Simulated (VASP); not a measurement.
These are PBE GGA, VASP's PBE PAW potentials (set 64) (plane waves; VASP 6.6.1) values and carry that method's errors.

VASP input:

KPOINTS:
```
Regular mesh
0
gamma
  3 3 3
```

File POSCAR:
```
Rb
1
   -8.5086255978     8.5086255978     8.5086255978
    8.5086255978    -8.5086255978     8.5086255978
    8.5086255978     8.5086255978    -8.5086255978
Rb
27
Direct
  0.0000000000   0.0000000000   0.0000000000
  0.0000000000   0.0000000000   0.3333333333
  0.0000000000   0.0000000000   0.6666666667
  0.0000000000   0.3333333333   0.0000000000
  0.0000000000   0.3333333333   0.3333333333
  0.0000000000   0.3333333333   0.6666666667
  0.0000000000   0.6666666667   0.0000000000
  0.0000000000   0.6666666667   0.3333333333
  0.0000000000   0.6666666667   0.6666666667
  0.3333333333   0.0000000000   0.0000000000
  0.3333333333   0.0000000000   0.3333333333
  0.3333333333   0.0000000000   0.6666666667
  0.3333333333   0.3333333333   0.0000000000
  0.3333333333   0.3333333333   0.3333333333
  0.3333333333   0.3333333333   0.6666666667
  0.3333333333   0.6666666667   0.0000000000
  0.3333333333   0.6666666667   0.3333333333
  0.3333333333   0.6666666667   0.6666666667
  0.6666666667   0.0000000000   0.0000000000
  0.6666666667   0.0000000000   0.3333333333
  0.6666666667   0.0000000000   0.6666666667
  0.6666666667   0.3333333333   0.0000000000
  0.6666666667   0.3333333333   0.3333333333
  0.6666666667   0.3333333333   0.6666666667
  0.6666666667   0.6666666667   0.0000000000
  0.6666666667   0.6666666667   0.3333333333
  0.6666666667   0.6666666667   0.6666666667
```

**INCAR**
```
# general
SYSTEM           = Rb
PREC             = Accurate
ENCUT            = 400
LREAL            = F   # projection in real space or not
LASPH            = T   # aspherical one-centre terms

# electronic loop
EDIFF            = 1E-7
NELM             = 100   # most electronic steps
ALGO             = Normal   # blocked Davidson
LMAXMIX          = 4   # l cut-off of mixed one-centre charges

# smearing
ISMEAR           = 1   # Methfessel-Paxton
SIGMA            = 0.1

# functional
GGA              = PE   # PBE

# ions
IBRION           = 6   # finite differences
NSW              = 1   # most ionic steps
ISIF             = 2   # forces and stress, cell fixed
POTIM            = 0.015   # step
NFREE            = 2

# output
LWAVE            = F
LCHARG           = F

# other
LPHON_DISPERSION = T
```

File QPOINTS:
```
k-points along high-symmetry lines
13
Line-mode
Cartesian
  0.000000   0.000000   0.000000 ! GAMMA
  0.000000   0.176292   0.000000 ! H

  0.000000   0.176292   0.000000 ! H
  0.088146   0.088146   0.000000 ! N

  0.088146   0.088146   0.000000 ! N
  0.000000   0.000000   0.000000 ! GAMMA

  0.000000   0.000000   0.000000 ! GAMMA
  0.088146   0.088146   0.088146 ! P

  0.088146   0.088146   0.088146 ! P
  0.000000   0.176292   0.000000 ! H

  0.088146   0.088146   0.088146 ! P
  0.088146   0.088146   0.000000 ! N
```

POTCAR, in this order: Rb_sv (PBE.64 set). Program: vasp_std.

What VASP printed:

File OSZICAR:
```
       N       E                     dE             d eps       ncg     rms          rms(c)
DAV:   1     0.184163386912E+04    0.18416E+04   -0.81741E+04  1288   0.105E+03
DAV:   2     0.214902455493E+03   -0.16267E+04   -0.16061E+04  1412   0.264E+02
DAV:   3    -0.162089208311E+02   -0.23111E+03   -0.22947E+03  1608   0.862E+01
DAV:   4    -0.247943863539E+02   -0.85855E+01   -0.85494E+01  1392   0.195E+01
DAV:   5    -0.252941293279E+02   -0.49974E+00   -0.49946E+00  1791   0.354E+00    0.600E+00
DAV:   6    -0.253170776877E+02   -0.22948E-01   -0.12805E-01  1376   0.783E-01    0.363E+00
DAV:   7    -0.253433041883E+02   -0.26227E-01   -0.88013E-02  1480   0.594E-01    0.254E-01
DAV:   8    -0.253462123984E+02   -0.29082E-02   -0.52404E-03  1496   0.144E-01    0.773E-02
DAV:   9    -0.253467305304E+02   -0.51813E-03   -0.42415E-04  1480   0.514E-02    0.333E-02
DAV:  10    -0.253467694743E+02   -0.38944E-04   -0.17889E-04  1296   0.254E-02    0.107E-02
DAV:  11    -0.253467732493E+02   -0.37751E-05   -0.15102E-05  1576   0.727E-03    0.316E-03
DAV:  12    -0.253467728136E+02    0.43574E-06   -0.12728E-06  1392   0.208E-03    0.116E-03
DAV:  13    -0.253467728570E+02   -0.43347E-07   -0.17725E-07   832   0.896E-04
   1 F= -.25346773E+02 E0= -.25338277E+02  d E =-.254872E-01
 Found     1 degrees of freedom:
       N       E                     dE             d eps       ncg     rms          rms(c)
DAV:   1    -0.253457791836E+02    0.99363E-03   -0.45226E-01  1818   0.134E+00    0.846E-02
DAV:   2    -0.253466890020E+02   -0.90982E-03   -0.99106E-03  1884   0.220E-01    0.361E-02
DAV:   3    -0.253467421388E+02   -0.53137E-04   -0.74185E-04  2519   0.390E-02    0.240E-02
DAV:   4    -0.253467383194E+02    0.38194E-05   -0.78037E-06  2032   0.643E-03    0.177E-02
DAV:   5    -0.253467354845E+02    0.28349E-05   -0.39981E-06  2032   0.523E-03    0.993E-03
DAV:   6    -0.253467348716E+02    0.61291E-06   -0.30637E-06  2008   0.412E-03    0.357E-03
DAV:   7    -0.253467349608E+02   -0.89200E-07   -0.98620E-07  2238   0.115E-03
   2 F= -.25346735E+02 E0= -.25338240E+02  d E =-.254860E-01
       N       E                     dE             d eps       ncg     rms          rms(c)
DAV:   1    -0.253437118991E+02    0.30230E-02   -0.14074E+00  1756   0.217E+00    0.132E-01
DAV:   2    -0.253465881889E+02   -0.28763E-02   -0.30779E-02  1820   0.381E-01    0.554E-02
DAV:   3    -0.253467516547E+02   -0.16347E-03   -0.21411E-03  2631   0.688E-02    0.374E-02
DAV:   4    -0.253467418373E+02    0.98174E-05   -0.24259E-05  2040   0.107E-02    0.265E-02
DAV:   5    -0.253467353251E+02    0.65123E-05   -0.13178E-05  1912   0.922E-03    0.136E-02
DAV:   6    -0.253467347709E+02    0.55415E-06   -0.53183E-06  2040   0.510E-03    0.506E-03
DAV:   7    -0.253467349493E+02   -0.17838E-06   -0.20952E-06  2463   0.201E-03    0.122E-03
DAV:   8    -0.253467349744E+02   -0.25066E-07   -0.11320E-07  1229   0.842E-04
   3 F= -.25346735E+02 E0= -.25338240E+02  d E =-.254860E-01
```

**OUTCAR**
```
------------------------ aborting loop because EDIFF is reached ----------------------------------------
  FORCE on cell =-STRESS in cart. coord.  units (eV):
  Direction    XX          YY          ZZ          XY          YZ          ZX
  --------------------------------------------------------------------------------------
  Total       -0.2311465     -0.2309706     -0.2309706      0.0000000      0.0000000      0.0000000
  in kB       -0.1503003     -0.1501859     -0.1501859      0.0000000      0.0000000      0.0000000
  external PRESSURE =      -0.1502240 kB  Pullay stress =       0.0000000 kB
  volume of cell :     2463.99
      direct lattice vectors                 reciprocal lattice vectors
    -8.508625598  8.508625598  8.508625598     0.000000000  0.058763897  0.058763897
     8.508625598 -8.508625598  8.508625598     0.058763897  0.000000000  0.058763897
     8.508625598  8.508625598 -8.508625598     0.058763897  0.058763897  0.000000000
 POSITION                                       TOTAL-FORCE (eV/Angst)
 -----------------------------------------------------------------------------------
     -0.01500      0.00000      0.00000         0.005253      0.000000     -0.000000
      2.83621      2.83621     -2.83621        -0.000595     -0.000643      0.000643
      5.67242      5.67242     -5.67242        -0.000597     -0.000654      0.000654
      2.83621     -2.83621      2.83621        -0.000595      0.000643     -0.000643
      5.67242      0.00000      0.00000        -0.000265      0.000000     -0.000000
      8.50863      2.83621     -2.83621        -0.000015     -0.000001      0.000001
      5.67242     -5.67242      5.67242        -0.000597      0.000654     -0.000654
      8.50863     -2.83621      2.83621        -0.000015      0.000001     -0.000001
     11.34483      0.00000      0.00000        -0.000280      0.000000     -0.000000
     -2.83621      2.83621      2.83621        -0.000597      0.000654      0.000654
      0.00000      5.67242      0.00000        -0.000007     -0.000001     -0.000000
      2.83621      8.50863     -2.83621         0.000019      0.000000     -0.000029
      0.00000      0.00000      5.67242        -0.000007      0.000000     -0.000001
      2.83621      2.83621      2.83621        -0.000595     -0.000643     -0.000643
      5.67242      5.67242     -0.00000         0.000018      0.000028     -0.000000
      2.83621     -2.83621      8.50863         0.000019     -0.000029     -0.000000
      5.67242     -0.00000      5.67242         0.000018      0.000000      0.000028
      8.50863      2.83621      2.83621        -0.000015     -0.000001     -0.000001
     -5.67242      5.67242      5.67242        -0.000595      0.000643      0.000643
     -2.83621      8.50863      2.83621         0.000018      0.000000     -0.000028
      0.00000     11.34483      0.00000        -0.000007      0.000001     -0.000000
     -2.83621      2.83621      8.50863         0.000018     -0.000028     -0.000000
     -0.00000      5.67242      5.67242        -0.000015      0.000001      0.000001
      2.83621      8.50863      2.83621         0.000019      0.000000      0.000029
      0.00000      0.00000     11.34483        -0.000007      0.000000      0.000001
      2.83621      2.83621      8.50863         0.000019      0.000029     -0.000000
      5.67242      5.67242      5.67242        -0.000597     -0.000654     -0.000654
 -----------------------------------------------------------------------------------
    total drift:                                0.000215     -0.000000     -0.000000
  FREE ENERGIE OF THE ION-ELECTRON SYSTEM (eV)
  ---------------------------------------------------
  free  energy   TOTEN  =       -25.3467349744 eV

  energy  without entropy=      -25.3212489273  energy(sigma->0) =      -25.33823963
```
(Selected blocks of OUTCAR.)

The cell is a supercell, built from Rb (bcc).
